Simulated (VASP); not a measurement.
Data:

```yaml
crystal:
  lattice:
    - [0.00000, 2.51008, 2.51008]
    - [2.51008, 0.00000, 2.51008]
    - [2.51008, 2.51008, 0.00000]
  atoms:
    - { symbol: Hf, position: [0.00000, 0.00000, 0.00000] }
    - { symbol: O, position: [0.25000, 0.25000, 0.25000] }
    - { symbol: O, position: [0.75000, 0.75000, 0.75000] }
```

Method: PBEsol GGA, VASP's PBE PAW potentials (set 64) (plane waves; VASP). Settings: 520 eV cut-off, Gaussian smearing of 0.050 eV, potentials Hf_pv O.

Unless said otherwise, spin-orbit coupling is left out, though it shifts the bands of the heavy elements here.

Problem. Give the energies of bands 6 to 14 at the high-symmetry points, in eV from the valence-band maximum.

Solution. 
```
band      Γ      X      U      L      W
----  -----  -----  -----  -----  -----
6     -5.59  -6.76  -6.07  -4.52  -5.51
7     -5.59  -3.57  -4.18  -4.52  -5.28
8     -5.59  -3.57  -3.47  -3.13  -2.65
9     -0.63  -1.60  -2.35  -2.84  -2.65
10    -0.63  -1.60  -1.35  -1.89  -1.45
11    -0.63   0.00  -0.35  -1.89  -0.22
12     3.85   3.75   4.32   4.63   4.85
13     3.85   5.59   5.51   4.63   5.21
14     5.88   6.87   7.14   7.24   7.30
```

The gap is direct, 3.75 eV, from the valence maximum at X to the conduction minimum at X.

The structure comes from a measured HfO2 entry (Fm-3m) of the Crystallography Open Database, whose conditions weren't checked. It was relaxed first, which changed the volume by -5 %.
